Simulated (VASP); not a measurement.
A run of VASP 6.6.1:

File POSCAR:

```
Al3GaO6
1.0
   -2.4236351600      4.1978592400      0.0000000000
   -4.8472703300      0.0000000000      0.0000000000
   -2.4236351600      1.3992864100      4.4105213400
Ga Al O
1 3 6
Direct
    0.3520960000      0.3520960000      0.9437120000
    0.1479040000      0.1479040000      0.5562880000
    0.8520960000      0.8520960000      0.4437120000
    0.6479040000      0.6479040000      0.0562880000
    0.2500000000      0.5561455000      0.2500000000
    0.4438545000      0.0561455000      0.7500000000
    0.5561455000      0.9438545000      0.2500000000
    0.9438545000      0.2500000000      0.2500000000
    0.0561455000      0.7500000000      0.7500000000
    0.7500000000      0.4438545000      0.7500000000
```

The input INCAR.step1:

```
ALGO = Normal
EDIFF = 1E-7
ENCUT = 520
GGA = PS
ISIF = 2
ISMEAR = 0
KPAR = 4
LASPH = T
LCHARG = T
LREAL = F
LWAVE = F
NBANDS = 40
NELM = 60
PREC = Accurate
SIGMA = 0.02
```

Contents of KPOINTS.step1:

```
k-points
0
Gamma
  6 6 6
```

INCAR.step2

```
ALGO = Normal
EDIFF = 1E-7
ENCUT = 520
GGA = PS
ICHARG = 11
ISIF = 2
ISMEAR = 0
KPAR = 4
LASPH = T
LCHARG = F
LREAL = F
LWAVE = F
NBANDS = 40
NELM = 60
PREC = Accurate
SIGMA = 0.05
```

The input KPOINTS.step2:

```
path GLB1,BZGX,QFP1Z,LP
15
line-mode
reciprocal
 0.0000000000  0.0000000000  0.0000000000  G
 0.0000000000 -0.5000000000  0.0000000000  L

 0.0000000000 -0.5000000000  0.0000000000  L
 0.4675393899 -0.2662303051  0.2337696949  B1

 0.2662303051 -0.2662303051  0.5000000000  B
 0.0000000000  0.0000000000  0.5000000000  Z

 0.0000000000  0.0000000000  0.5000000000  Z
 0.0000000000  0.0000000000  0.0000000000  G

 0.0000000000  0.0000000000  0.0000000000  G
 0.3668848475 -0.3668848475  0.0000000000  X

 0.3668848475 -0.2662303051  0.3668848475  Q
 0.5000000000  0.0000000000  0.5000000000  F

 0.5000000000  0.0000000000  0.5000000000  F
 0.3993454576  0.0000000000  0.6331151525  P1

 0.3993454576  0.0000000000  0.6331151525  P1
 0.0000000000  0.0000000000  0.5000000000  Z

 0.0000000000 -0.5000000000  0.0000000000  L
 0.0000000000 -0.3993454576  0.3668848475  P
```

Potentials or basis: VASP PAW PBE potentials, release 64 (Ga_d, Al, O).

Run with:

```sh
$ cat potpaw_PBE.64/Ga_d/POTCAR potpaw_PBE.64/Al/POTCAR potpaw_PBE.64/O/POTCAR > POTCAR
$ cp INCAR.step1 INCAR
$ cp KPOINTS.step1 KPOINTS
$ mpirun -np 4 vasp_std > vasp.out
$ cp INCAR.step2 INCAR
$ cp KPOINTS.step2 KPOINTS
$ mpirun -np 4 vasp_std > vasp.out
```

Hardware: 4 MPI ranks on Intel(R) Xeon(R) Platinum 8488C (Sapphire Rapids) (shared host).

Q: How long does it take, and how much memory?

A: Wall time 99 s on 4 MPI ranks on Intel(R) Xeon(R) Platinum 8488C (Sapphire Rapids) (shared host), peak memory 0.47 GiB a rank. Counts: scf iterations 9, k points 135.
